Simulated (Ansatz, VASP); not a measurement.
# CdF2: VASP beside Ansatz

Aim: how closely do two programs agree when they are given the same cell, functional and k mesh?

Program: Ansatz 0.2.0. Level of theory: plane waves, with VASP 6.6.1 beside it; band structure at PBE, dielectric response at PBE and band structure at PBE, spin-orbit coupling. Results are calculated unless marked as measured.

## (1) Starting point

Symmetry: Fm-3m, No. 225, cubic system. The conventional cell has a = 5.388 Å, b = 5.388 Å, c = 5.388 Å, α = 90.00°, β = 90.00°, γ = 90.00°. Nearest to Cd lie 8 F at 2.33 Å. Nearest to F lie 4 Cd at 2.33 Å. Farther neighbours and most contacts between anions are not listed.

Coordinates:

```cif
data_structure
_symmetry_space_group_name_H-M 'P 1'
_symmetry_Int_Tables_number 1
_cell_length_a 3.8099
_cell_length_b 3.8099
_cell_length_c 3.8099
_cell_angle_alpha 60.000
_cell_angle_beta 60.000
_cell_angle_gamma 60.000
_cell_volume 39.10
loop_
_atom_site_label
_atom_site_type_symbol
_atom_site_fract_x
_atom_site_fract_y
_atom_site_fract_z
_atom_site_occupancy
Cd1 Cd 0.00000 0.00000 0.00000 1
F2 F 0.25000 0.25000 0.25000 1
F3 F 0.75000 0.75000 0.75000 1
```

## (2) VASP: band structure, PBE

Levels along a path test the potential and the projectors away from the mesh points.

Lines of VASP's logs that name or quote its potential files are left out, and so is its time.

The input, INCAR:

```
SYSTEM = CdF2
PREC = Accurate
ENCUT = 520
EDIFF = 1E-06
NELM = 100
ISMEAR = 0
SIGMA = 0.02
LREAL = .FALSE.
ALGO = Normal
GGA = PE
NBANDS = 26
LORBIT = 11
LWAVE = .FALSE.
LCHARG = .FALSE.
KPAR = 4
```

The input, POSCAR:

```
CdF2
1.0
    0.0000000000      2.6940000000      2.6940000000
    2.6940000000      0.0000000000      2.6940000000
    2.6940000000      2.6940000000      0.0000000000
Cd F
1 2
Direct
    0.0000000000      0.0000000000      0.0000000000
    0.2500000000      0.2500000000      0.2500000000
    0.7500000000      0.7500000000      0.7500000000
```

The input, KPOINTS:

```
Automatic mesh
0
Gamma
5 5 5
0 0 0
```

The input, KPOINTS_OPT:

```
Line mode
16
Line-mode
Reciprocal
  0.00000000   0.00000000   0.00000000 GAMMA
  0.50000000   0.00000000   0.50000000 X

  0.50000000   0.00000000   0.50000000 X
  0.50000000   0.25000000   0.75000000 W

  0.50000000   0.25000000   0.75000000 W
  0.37500000   0.37500000   0.75000000 K

  0.37500000   0.37500000   0.75000000 K
  0.00000000   0.00000000   0.00000000 GAMMA

  0.00000000   0.00000000   0.00000000 GAMMA
  0.50000000   0.50000000   0.50000000 L

  0.50000000   0.50000000   0.50000000 L
  0.62500000   0.25000000   0.62500000 U

  0.62500000   0.25000000   0.62500000 U
  0.50000000   0.25000000   0.75000000 W

  0.50000000   0.25000000   0.75000000 W
  0.50000000   0.50000000   0.50000000 L

  0.50000000   0.50000000   0.50000000 L
  0.37500000   0.37500000   0.75000000 K

  0.62500000   0.25000000   0.62500000 U
  0.50000000   0.00000000   0.50000000 X
```

Potentials, in the order of the species: Cd and F (PBE family, release 64).

Command:

```bash
> mpirun -np 4 vasp_std
```

Numbers of over 12 decimals in the logs are rounded to 6 here.

Output:

```text
[banner, memory and clock lines left out]
running    4 mpi-ranks, on    1 nodes
 distrk:  each k-point on    1 cores,    4 groups
 distr:  one band on    1 cores,    1 groups

 POSCAR found type information on POSCAR CdF
 POSCAR found :  2 types and       3 ions
 LDA part: xc-table for (Slater+PW92), standard interpolation
 POSCAR, INCAR and KPOINTS ok, starting setup
 FFT: planning ... GRIDC
 FFT: planning ... GRID_SOFT
 FFT: planning ... GRID
 WAVECAR not read
 entering main loop
       N       E                     dE             d eps       ncg     rms          rms(c)
DAV:   1     0.190758936448E+03    0.19076E+03   -0.15015E+04   560   0.101E+03
DAV:   2    -0.489177409465E+01   -0.19565E+03   -0.18488E+03   608   0.289E+02
DAV:   3    -0.125356366402E+02   -0.76439E+01   -0.76201E+01   572   0.594E+01
DAV:   4    -0.125662798709E+02   -0.30643E-01   -0.30641E-01   564   0.386E+00
DAV:   5    -0.125663864030E+02   -0.10653E-03   -0.10653E-03   556   0.200E-01    0.103E+01
DAV:   6    -0.108264008937E+02    0.17400E+01   -0.25621E+00   586   0.282E+01    0.775E+00
DAV:   7    -0.108751330462E+02   -0.48732E-01   -0.88955E-01   556   0.653E+00    0.418E+00
DAV:   8    -0.108658103373E+02    0.93227E-02   -0.10369E-01   544   0.258E+00    0.696E-01
DAV:   9    -0.108587043815E+02    0.71060E-02   -0.21409E-02   584   0.174E+00    0.928E-02
DAV:  10    -0.108592110634E+02   -0.50668E-03   -0.22557E-03   552   0.449E-01    0.123E-01
DAV:  11    -0.108593066315E+02   -0.95568E-04   -0.11871E-04   552   0.868E-02    0.313E-02
DAV:  12    -0.108593237631E+02   -0.17132E-04   -0.19908E-05   542   0.323E-02    0.164E-02
DAV:  13    -0.108593250404E+02   -0.12773E-05   -0.28912E-06   544   0.134E-02    0.338E-03
DAV:  14    -0.108593248547E+02    0.18569E-06   -0.48627E-07   470   0.871E-03
   1 F= -.10859325E+02 E0= -.10859325E+02  d E =-.156944E-24
 Start KPOINTS_OPT (optional k-point list driver)
k-point batch [1-10\160]
       N       E                     dE             ncg
DAV:   1     0.328143068446E+03   -0.21494E+04      536
DAV:   2    -0.168301390115E+04   -0.20112E+04      630
DAV:   3    -0.177025488595E+04   -0.87241E+02      548
DAV:   4    -0.177063761071E+04   -0.38272E+00      526
DAV:   5    -0.177063890869E+04   -0.12980E-02      530
DAV:   6    -0.177063891565E+04   -0.69596E-05      538
DAV:   7    -0.177063891570E+04   -0.41511E-07      368
[...]
k-point batch [151-160\160]
       N       E                     dE             ncg
DAV:   1     0.204877376339E+03   -0.98738E+04      552
DAV:   2    -0.173040072839E+04   -0.19353E+04      570
DAV:   3    -0.180593132873E+04   -0.75531E+02      678
DAV:   4    -0.180623900924E+04   -0.30768E+00      624
DAV:   5    -0.180624003094E+04   -0.10217E-02      662
DAV:   6    -0.180624003605E+04   -0.51005E-05      608
DAV:   7    -0.180624003608E+04   -0.34986E-07      494
```

Parts of OUTCAR (step 2):

```text
ion  position               nearest neighbor table
   1  0.000  0.000  0.000-   3 2.33   3 2.33   3 2.33   2 2.33   3 2.33   2 2.33   2 2.33   2 2.33

  LATTYP: Found a face centered cubic cell.
 ALAT       =     5.3880000000

 Subroutine GETGRP returns: Found 48 space group operations
 (whereof 48 operations were pure point group operations)

The static configuration has the point symmetry O_h .

 Found     10 irreducible k-points:

   k-points           NKPTS =     10   k-points in BZ     NKDIM =     10   number of bands    NBANDS=     26

   dimension x,y,z NGX =    28 NGY =   28 NGZ =   28
   dimension x,y,z NGXF=    56 NGYF=   56 NGZF=   56

   ENCUT  =  520.0 eV  38.22 Ry    6.18 a.u.   7.08  7.08  7.08*2*pi/ulx,y,z

   NELECT =      26.0000    total number of electrons

 k-points in reciprocal lattice and weights: Automatic mesh
   0.00000000  0.00000000  0.00000000       0.008
   0.20000000  0.00000000  0.00000000       0.064
   0.40000000  0.00000000  0.00000000       0.064
   0.20000000  0.20000000  0.00000000       0.048
   0.40000000  0.20000000  0.00000000       0.192
  -0.40000000  0.20000000  0.00000000       0.192
  -0.20000000  0.20000000  0.00000000       0.096
   0.40000000  0.40000000  0.00000000       0.048
  -0.40000000  0.40000000  0.00000000       0.096
  -0.40000000  0.40000000  0.20000000       0.192

 average (electrostatic) potential at core
       1 -39.0148       2 -77.8939       3 -77.8939

 E-fermi :  -1.2506

 k-point     1 :       0.0000    0.0000    0.0000
  band No.  band energies     occupation
    ...
      9      -2.2820      2.00000
     10      -2.2820      2.00000
     11      -1.8103      2.00000
     12      -1.8103      2.00000
     13      -1.8103      2.00000
     14       1.7565      0.00000
     15      11.3923      0.00000
     16      11.3923      0.00000
     17      11.3923      0.00000
     18      16.3277      0.00000
    ...

 k-point     2 :       0.2000    0.0000    0.0000
  band No.  band energies     occupation
    ...
      9      -2.5427      2.00000
     10      -2.5427      2.00000
     11      -2.1849      2.00000
     12      -1.7785      2.00000
     13      -1.7785      2.00000
     14       3.0751      0.00000
     15       9.9691      0.00000
     16      11.9481      0.00000
     17      11.9481      0.00000
     18      17.7772      0.00000
    ...

 k-point     3 :       0.4000    0.0000    0.0000
  band No.  band energies     occupation
    ...
      9      -3.2775      2.00000
     10      -3.0482      2.00000
     11      -3.0482      2.00000
     12      -1.7179      2.00000
     13      -1.7179      2.00000
     14       5.3069      0.00000
     15       8.2750      0.00000
     16      12.9859      0.00000
     17      12.9859      0.00000
     18      16.9842      0.00000
    ...

  Total        1.5132721      1.5132721      1.5132721     -0.0000000      0.0000000      0.0000000
  in kB       62.0018763     62.0018763     62.0018763     -0.0000000      0.0000000      0.0000000
  external PRESSURE =      62.0018763 kB  Pullay stress =       0.0000000 kB

  energy-cutoff  :      520.00
  volume of cell :       39.10
      direct lattice vectors                 reciprocal lattice vectors
     0.000000000  2.694000000  2.694000000    -0.185597624  0.185597624  0.185597624
     2.694000000  0.000000000  2.694000000     0.185597624 -0.185597624  0.185597624
     2.694000000  2.694000000  0.000000000     0.185597624  0.185597624 -0.185597624

 POSITION                                       TOTAL-FORCE (eV/Angst)
 -----------------------------------------------------------------------------------
      0.00000      0.00000      0.00000        -0.000000      0.000000     -0.000000
      1.34700      1.34700      1.34700        -0.000000     -0.000000     -0.000000
      4.04100      4.04100      4.04100         0.000000      0.000000      0.000000
 -----------------------------------------------------------------------------------
    total drift:                                0.000000      0.000000      0.000000

  FREE ENERGIE OF THE ION-ELECTRON SYSTEM (eV)
  ---------------------------------------------------
  free  energy   TOTEN  =       -10.8593248547 eV

  energy  without entropy=      -10.8593248547  energy(sigma->0) =      -10.85932485

 total charge
# of ion       s       p       d       tot
------------------------------------------
    1        0.231   0.196   9.691  10.119
    2        1.740   4.344   0.000   6.083
    3        1.740   4.344   0.000   6.083
--------------------------------------------------
tot          3.711   8.883   9.691  22.285

[... 3 further parts left out ...]
```

Spin-orbit coupling is off here; it would split degenerate levels. At this level the cell is under a pressure of 6.2 GPa, so at these settings it is away from equilibrium.

## (3) Ansatz: band structure, PBE

Ansatz runs on its default PAW (the set named soft_2) files.

The same cell, functional, mesh and smearing now go to Ansatz, which takes its cutoff from its data sets.

The input, input.yaml:

```yaml
crystal:
  lattice:
    - [0.0, 2.694, 2.694]
    - [2.694, 0.0, 2.694]
    - [2.694, 2.694, 0.0]
  atoms:
    - { symbol: Cd, position: [0.0, 0.0, 0.0] }
    - { symbol: F, position: [0.25, 0.25, 0.25] }
    - { symbol: F, position: [0.75, 0.75, 0.75] }
hamiltonian:
  xc: pbe
  pseudopotentials: { kind: paw }
kpoints:
  mp_grid: { grid: [5, 5, 5] }
  band_path:
    path:
      - [0.0, 0.0, 0.0]
      - [0.16667, 0.0, 0.16667]
      - [0.33333, 0.0, 0.33333]
      - [0.5, 0.0, 0.5]
      - [0.5, 0.08333, 0.58333]
      - [0.5, 0.18333, 0.68333]
      - [0.5, 0.25, 0.75]
      - [0.45, 0.3, 0.75]
      - [0.40833, 0.34167, 0.75]
      - [0.35, 0.35, 0.7]
      - [0.225, 0.225, 0.45]
      - [0.075, 0.075, 0.15]
      - [0.03333, 0.03333, 0.03333]
      - [0.23333, 0.23333, 0.23333]
      - [0.4, 0.4, 0.4]
      - [0.51667, 0.46667, 0.51667]
      - [0.55833, 0.38333, 0.55833]
      - [0.60833, 0.28333, 0.60833]
      - [0.60833, 0.25, 0.64167]
      - [0.55833, 0.25, 0.69167]
      - [0.51667, 0.25, 0.73333]
      - [0.5, 0.3, 0.7]
      - [0.5, 0.38333, 0.61667]
      - [0.5, 0.48333, 0.51667]
      - [0.475, 0.475, 0.55]
      - [0.425, 0.425, 0.65]
      - [0.38333, 0.38333, 0.73333]
      - [0.59167, 0.18333, 0.59167]
      - [0.55, 0.1, 0.55]
      - [0.5, 0.0, 0.5]
    npoints: 1
scf:
  occupations: { method: gaussian, width: 0.02 }
  n_extra_bands: 7
output:
  forces: true
  stress: true
  eigenvalues: true
  write_density: true
  write_potential: true
  elf: true
  volumetric_format: npy
```

Command:

```bash
> ansatz run input.yaml --threads 2 --pin off --max-ram 4608MiB --backend cpu --events-out ev --progress --plain --runs-dir out
```

Output:

```text
scf.n_extra_bands = 7 over 17 filled bands (N_el = 34.0): the run solves 24 bands
Engine: ansatz 0.2.0, aarch64-unknown-linux-gnu
Pseudopotentials: kind: paw
Pseudopotential: Cd, paw, valence charge 20, recommended cutoff 420 eV (normal), Cd.paw.azcp
Pseudopotential: F, paw, valence charge 7, recommended cutoff 420 eV (normal), F.paw.azcp
Functional definition: PBE
  parameter kappa = 0.804
  parameter beta = 0.066725
  exchange = pbe_x(kappa = kappa, mu = beta*pi^2/3)
  correlation = pbe_c(beta = beta)
Crystal: 3 atoms, lattice volume = 39.104 Å³
Basis set: ecut = 420 eV, 749 PW (Γ), exchange–correlation on 54×54×54 points (8 copies of the dense FFT grid, shifted against one another)
Bands: 24, of which v1, the nominal top of the filled ones, is band 17 counted from 1 (16 counted from 0)
Symmetry: 48 space group operations
Space group: Fm-3m (ITA 225), of the structure as read, at distance tolerance 3.4e-5 Å
k-points: 10 of 125
Non-local potential: Cd, projectors of the file, l = 0: 3, l = 1: 2, l = 2: 2, l = 3: 1
Non-local potential: F, projectors of the file, l = 0: 2, l = 1: 2, l = 2: 1
PAW form: soft (Blöchl's): semilocal exchange-correlation on the pseudo side does not see the compensation charge
PAW one-centre angular grid: Cd, 590 points (default); XC on 64 Gauss nodes
PAW one-centre angular grid: F, 110 points (default); XC on 64 Gauss nodes
Initial density: superposition of atomic densities (neutral atoms: chi_scale 0, normalization atom), corrected by the library's trained network
Initial wavefunctions: pseudopotential atomic-orbital guess
Functional: x = pbe(κ = 0.804, μ = 0.219515), c = pbe(β = 0.066725)
SCF iter   1: F=—  HF=-9872.134259 eV  |F-HF|=—  |Δ(HF+E_count)|=         —  Δρ=5.55e-4  dr2=1.88e-5  ethr=1.77e-3  ⟨swp⟩=5.2  Hψ=1021  notcnv=0
preconditioner: auto → none  [insulator: Δε(μ)=3.183 eV  Ē_g=19.944 eV  σ=0.020 eV  W_gap=1.00  n_scr=14 (ndim 8)  ℏωp=30.3 eV  f_vac=0.125  D(μ)=0.00/eV (n_scr^D=0)  ε∞_Penn≈3.3]
SCF iter   2: F=—  HF=-9872.135202 eV  |F-HF|=—  |Δ(HF+E_count)|=   9.43e-4  Δρ=3.02e-4  dr2=1.47e-5  ethr=5.52e-8  ⟨swp⟩=3.0  Hψ=594  notcnv=0  defer=14
SCF iter   3: F=—  HF=-9872.135255 eV  |F-HF|=—  |Δ(HF+E_count)|=   5.39e-5  Δρ=1.71e-4  dr2=1.44e-6  ethr=4.33e-8  ⟨swp⟩=2.0  Hψ=333  notcnv=0  defer=14
SCF iter   4: F=—  HF=-9872.135294 eV  |F-HF|=—  |Δ(HF+E_count)|=   3.88e-5  Δρ=6.13e-5  dr2=4.19e-7  ethr=4.24e-9  ⟨swp⟩=2.0  Hψ=348  notcnv=0  defer=14
iter 5 did not close the SCF: its close was put off for the readings that it lacked (scf_convergence_deferred on its scf_iter line)
SCF iter   5: F=-9872.135298 eV  HF=-9872.135298 eV  |F-HF|=1.03e-8  |Δ(HF+E_count)|=   3.25e-6  Δρ=1.65e-5  dr2=6.87e-8  ethr=1.23e-9  ⟨swp⟩=2.0  Hψ=348  notcnv=0  defer=14
SCF iter   6: F=-9872.135298 eV  HF=-9872.135298 eV  |F-HF|=7.13e-10  |Δ(HF+E_count)|=   5.08e-8  Δρ=4.50e-6  dr2=4.48e-9  ethr=2.02e-10  ⟨swp⟩=8.3  Hψ=1351  notcnv=0
SCF 1 converged in 6 iterations: F = -9872.135298 eV  dr2 = 4.48e-9
  greatest PAW one-centre occupation: 1.000 electrons in one spin orbital (limit 2), on the Cd atom at site 0 (counted from 0), in its partial waves of l = 1
NSCF: frozen V_eff on 30 k-points
SCF converged after 6 iterations
Free energy (F): -9872.135298 eV
Harris-Foulkes:  -9872.135298 eV  (|F-HF|=7.13e-10)
Internal energy: -9872.135298 eV  (E = F + TS)
E sigma→0 (E₀):  -9872.135298 eV
Fermi energy:    7.952991 eV
--- Per-component energies (eV) ---
  E_band       = -480.597824
  E_kinetic    = 918.936775
  E_local      = -4235.414387  (includes V_loc(G=0)·N_el)
  E_nonlocal   = 184.211088
  E_hartree    = 1877.300800
  E_xc         = -335.367099
  E_vxc        = -424.899062  (∫ρ·V_xc dr)
  E_paw        = -4487.949979  (= ΣΔE_a)
  E_vpaw       = -678.036700  (= ΣTr[D̂ρ^β])
  E_aug_tail   = 0.004137  (compensation charges beyond the density's cutoff)
  E_ewald      = -3793.856633
  E_smearing   = -0.000000  (= −TS)
  E_closure    = 0.000000  (closes the sum)
  Σ components = -9872.135298   (vs F -9872.135298, Δ=0.00e0)
--- Forces (eV/Å), atoms counted from 1 ---
  atom   1  Cd    -0.00000000     0.00000000     0.00000000
  atom   2  F     -0.00000000    -0.00000000     0.00000000
  atom   3  F     -0.00000000    -0.00000000    -0.00000000
  max |Σ_I F_I| component: 1.85e-17 eV/Å
--- Stress (GPa, compression-positive) ---
        5.457963      -0.000000      -0.000000
       -0.000000       5.457963      -0.000000
       -0.000000       0.000000       5.457963
  P = ⅓ Tr σ = 5.4580 GPa (54.580 kbar)
--- Band table (eV; the first three rows and the last of 10) ---
  k-point 0: bands = [... 13 lower, 5.4666, 5.9462, 5.9462, 5.9462, 9.5444, 19.1451, 19.1451, 19.1451, ... 3 higher]
  k-point 1: bands = [... 13 lower, 5.2091, 5.5697, 5.9761, 5.9761, 10.8568, 17.7248, 19.7033, 19.7033, ... 3 higher]
  k-point 2: bands = [... 13 lower, 4.7047, 4.7047, 6.0375, 6.0375, 13.0850, 16.0302, 20.7453, 20.7453, ... 3 higher]
  k-point 9: bands = [... 13 lower, 4.5034, 5.3023, 5.8856, 6.3611, 14.1656, 16.8759, 18.9327, 19.2491, ... 3 higher]
```

It took 1.6 s on 2 threads of Arm Neoverse N1, shared host; peak memory 0.26 GiB.

In the SCF lines HF is the Harris–Foulkes energy and dr2 the Hartree energy of the density residual, in eV; the loop may stop once dr2 is under the threshold and the program's other checks hold. Hψ counts applications of the Hamiltonian.

## (4) Comparison

Known differences besides the potentials themselves: the data sets hold 34 valence electrons in Ansatz (default PAW (the set named soft_2) files) and 26 in VASP; the cutoff is 420 eV in Ansatz and 520 eV in VASP; VASP leaves aspherical gradient terms in its spheres out (LASPH is not set), Ansatz keeps them. Total energies have different zeros and are not compared.

Both answers:

```csv
quantity,Ansatz,VASP,difference
pressure (GPa),5.46,6.20,-0.74
pressure without Ansatz's Pulay correction (GPa),4.78,6.20,-1.42
gap over the path points (eV),3.101,3.068,+0.033
```

Levels at points of the path, from each program's valence-band top (eV; 4 filled, then empty):

```csv
k (reciprocal lattice),Ansatz,VASP
0.000 0.000 0.000,-0.98 -0.50 -0.50 -0.50 3.10 12.70,-0.97 -0.50 -0.50 -0.50 3.07 12.70
0.167 0.000 0.167,-1.39 -0.50 -0.42 -0.42 4.28 11.43,-1.39 -0.50 -0.42 -0.42 4.25 11.42
0.333 0.000 0.333,-2.34 -0.50 -0.20 -0.20 6.44 10.11,-2.34 -0.49 -0.20 -0.20 6.41 10.09
0.500 0.000 0.500,-2.95 -0.51 -0.09 -0.09 8.03 9.68,-2.96 -0.50 -0.09 -0.09 8.00 9.65
0.500 0.083 0.583,-2.73 -0.54 -0.30 -0.06 8.04 9.95,-2.73 -0.52 -0.30 -0.06 8.02 9.92
0.500 0.183 0.683,-2.08 -0.97 -0.59 -0.01 8.08 10.87,-2.08 -0.97 -0.58 -0.01 8.06 10.85
0.500 0.250 0.750,-1.53 -1.53 -0.60 0.00 8.09 11.51,-1.53 -1.53 -0.59 0.00 8.07 11.51
0.450 0.300 0.750,-1.94 -1.15 -0.56 -0.04 8.05 11.13,-1.94 -1.15 -0.55 -0.04 8.03 11.11
0.408 0.342 0.750,-2.22 -0.98 -0.44 -0.13 8.00 10.84,-2.22 -0.98 -0.43 -0.13 7.98 10.82
0.350 0.350 0.700,-2.16 -1.17 -0.35 -0.24 7.89 10.86,-2.17 -1.17 -0.35 -0.24 7.87 10.86
```

Among the levels compared at these points, filled levels agree within 14 meV and empty ones within 33 meV. Ansatz's pressure holds a Pulay correction of 0.68 GPa; VASP's holds none.

## (5) Ansatz: dielectric response, PBE

The response to a field tests empty states and converges slowly with the mesh.

input.yaml, the sections that differ from step 3:

```yaml
kpoints:
  mp_grid: { grid: [7, 7, 7] }
scf:
  occupations: { method: fixed }
dielectric:
  method: response
# crystal, hamiltonian: as in step 3
# output: removed
```

Output:

```text
[...]
Crystal: 3 atoms, lattice volume = 39.104 Å³
Basis set: ecut = 420 eV, 749 PW (Γ), exchange–correlation on 54×54×54 points (8 copies of the dense FFT grid, shifted against one another)
Bands: 21, of which v1, the nominal top of the filled ones, is band 17 counted from 1 (16 counted from 0)
Symmetry: 48 space group operations
k-points: 40 of 343 (irreducible under 8 space group operations, time reversal used)
[...]
0.00000    2.46870    0.00000
         0.00000   -0.00000    2.46870
    site 1:
        -1.23435    0.00000    0.00000
        -0.00000   -1.23435   -0.00000
         0.00000    0.00000   -1.23435
    site 2:
        -1.23435    0.00000    0.00000
        -0.00000   -1.23435   -0.00000
         0.00000    0.00000   -1.23435
  Z* charge neutrality: 5.751e-5 e pre-enforcement
  k-mesh period / interband length: 26.7 Å / 1.31 Å = 20.35 at k = (0.0000, 0.0000, 0.0000), direct gap 3.598 eV — 14 or more, which is no proof of convergence
[key lines of the parts left out:]
SCF converged after 7 iterations
Free energy (F): -9872.135682 eV
Fermi energy:    6.384801 eV
```

Wall time 10 s (2 threads); peak memory 0.35 GiB.

(Continued in part 2 of 2.)

[Lines on the potential files, build, host, timing and source positions are cut from VASP's logs without a mark.]

[Logs are printed without paths, hosts, clocks, repeated set-up lines and the standing remarks that a program may print on its own settings, such as how far it seeks lower states.]

[Hosts, paths, dates, database ids (printed as entryN), source tags and the programs' standing remarks are cut or masked in the printed files.]
